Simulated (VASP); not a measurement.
VASP input:

INCAR:
```
SYSTEM = BeSe
PREC = Accurate; ENCUT = 480; LREAL = F
LASPH = T
EDIFF = 1E-7; NELM = 100; ALGO = Normal
LMAXMIX = 4
ISMEAR = 0; SIGMA = 0.05
GGA = PS
IBRION = 2; NSW = 40; ISIF = 3
EDIFFG = -0.01; PSTRESS = 200
LWAVE = F; LCHARG = F
```

**POSCAR**
```
BeSe
1
    0.0000000000     2.4193168202     2.4193168202
    2.4193168202    -0.0000000000     2.4193168202
    2.4193168202     2.4193168202    -0.0000000000
Be Se
1 1
Direct
  1.0000000000   0.0000000000   1.0000000000
  0.2500000000   0.2500000000   0.2500000000
```

**KPOINTS**
```
Automatic mesh
0
Gamma
8 8 8
0 0 0
```

POTCAR, in this order: Be Se (PBE.64 set). Program: vasp_std.

Write an equivalent input for Quantum ESPRESSO's pw.x.

One equivalent input (not run):
```
&CONTROL
  calculation = 'vc-relax'
  pseudo_dir = './pseudo'
  outdir = './out'
  tprnfor = .true.
  tstress = .true.
  nstep = 40
  forc_conv_thr = 0.00039
/
&SYSTEM
  ibrav = 0
  nat = 2
  ntyp = 2
  ecutwfc = 88
  occupations = 'smearing'
  smearing = 'gaussian'
  degauss = 0.003675
  input_dft = 'pbesol'
/
&ELECTRONS
  conv_thr = 7.3e-09
  electron_maxstep = 100
/
&IONS
/
&CELL
  press = 200
/
ATOMIC_SPECIES
  Be 9.012 Be.upf
  Se 78.971 Se.upf
CELL_PARAMETERS angstrom
     0.0000000    2.4193168    2.4193168
     2.4193168   -0.0000000    2.4193168
     2.4193168    2.4193168   -0.0000000
ATOMIC_POSITIONS crystal
  Be   1.0000000  0.0000000  1.0000000
  Se   0.2500000  0.2500000  0.2500000
K_POINTS automatic
  8 8 8 0 0 0
```
The two are equivalent in intent, not identical: the potentials are each code's own (VASP's PAW set, PseudoDojo norm-conserving files in pw.x), so ENCUT and ecutwfc are chosen apart and not converted; conv_thr bounds pw.x's estimated SCF error, while EDIFF bounds the energy change between steps; forc_conv_thr acts on force components and is met together with etot_conv_thr.

The compound is BeSe in the zinc blende structure. It was relaxed first under an external pressure of 20 GPa.
